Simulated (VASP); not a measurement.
Method: LDA (Ceperley-Alder, Perdew-Zunger), VASP's LDA PAW potentials (set 64) (plane waves; VASP).

A VASP calculation is set up with these files.

**KPOINTS**
```
Regular mesh
0
gamma
9 9 9
```

File POSCAR:
```
GaSb
4.3214360
  0.0000000000   0.7071068506   0.7071068506
  0.7071068506   0.0000000000   0.7071068506
  0.7071068506   0.7071068506   0.0000000000
Ga Sb
1 1
Cartesian
  0.0000000000   0.0000000000   0.0000000000
  1.0606602759   1.0606602759   1.0606602759
```

**INCAR**
```
# general
SYSTEM  = GaSb
PREC    = Accurate
ENCUT   = 300   # plane-wave cut-off (eV)
LREAL   = F   # projection in real space or not
LASPH   = T

# electronic loop
EDIFF   = 1E-6
NELM    = 100
ALGO    = Normal
LMAXMIX = 4   # l cut-off of mixed one-centre charges

# smearing
ISMEAR  = 0
SIGMA   = 0.1

# ions
ISIF    = 2

# output
LWAVE   = F
LCHARG  = F
```

POTCAR, in this order: Ga_d Sb (LDA.64 set). Program: vasp_std.

What VASP printed:

File OSZICAR:
```
       N       E                     dE             d eps       ncg     rms          rms(c)
DAV:   1     0.627378598687E+02    0.62738E+02   -0.69401E+03   910   0.125E+03
DAV:   2    -0.454048735515E+01   -0.67278E+02   -0.65769E+02  1040   0.251E+02
DAV:   3    -0.871815416338E+01   -0.41777E+01   -0.41428E+01  1120   0.611E+01
DAV:   4    -0.878347835110E+01   -0.65324E-01   -0.65313E-01  1106   0.854E+00
DAV:   5    -0.878515818643E+01   -0.16798E-02   -0.16798E-02  1100   0.113E+00    0.330E+00
DAV:   6    -0.870014070023E+01    0.85017E-01   -0.80180E-02  1235   0.487E+00    0.193E+00
DAV:   7    -0.866538566546E+01    0.34755E-01   -0.59751E-02  1025   0.202E+00    0.293E-01
DAV:   8    -0.866503951658E+01    0.34615E-03   -0.46745E-03  1106   0.971E-01    0.870E-02
DAV:   9    -0.866511575721E+01   -0.76241E-04   -0.34995E-04  1025   0.180E-01    0.318E-02
DAV:  10    -0.866511332640E+01    0.24308E-05   -0.17527E-05  1132   0.355E-02    0.102E-02
DAV:  11    -0.866511665865E+01   -0.33323E-05   -0.37278E-06   995   0.208E-02    0.398E-03
DAV:  12    -0.866511664182E+01    0.16835E-07   -0.16687E-07   500   0.388E-03
   1 F= -.86651166E+01 E0= -.86650038E+01  d E =-.225602E-03
```

File OUTCAR:
```
------------------------ aborting loop because EDIFF is reached ----------------------------------------
  FORCE on cell =-STRESS in cart. coord.  units (eV):
  Direction    XX          YY          ZZ          XY          YZ          ZX
  --------------------------------------------------------------------------------------
  Total       -0.5281696     -0.5281696     -0.5281696      0.0000000      0.0000000     -0.0000000
  in kB      -14.8290927    -14.8290927    -14.8290927      0.0000000      0.0000000     -0.0000000
  external PRESSURE =     -14.8290927 kB  Pullay stress =       0.0000000 kB
  volume of cell :       57.06
      direct lattice vectors                 reciprocal lattice vectors
     0.000000000  3.055717000  3.055717000    -0.163627718  0.163627718  0.163627718
     3.055717000  0.000000000  3.055717000     0.163627718 -0.163627718  0.163627718
     3.055717000  3.055717000  0.000000000     0.163627718  0.163627718 -0.163627718
  FREE ENERGIE OF THE ION-ELECTRON SYSTEM (eV)
  ---------------------------------------------------
  free  energy   TOTEN  =        -8.6651166418 eV

  energy  without entropy=       -8.6648910400  energy(sigma->0) =       -8.66500384
```
(Selected blocks of OUTCAR.)

At this cut-off the stress carries a Pulay error, which pulls relaxed volumes low.

The structure comes from a computed database's GaSb entry; how it stands against other phases isn't given here. The cell was not relaxed at this level. The run is one of a series of settings (GGA removed, POTCAR Ga_d Sb (LDA.64 set) against the base run), some of them coarse on purpose.
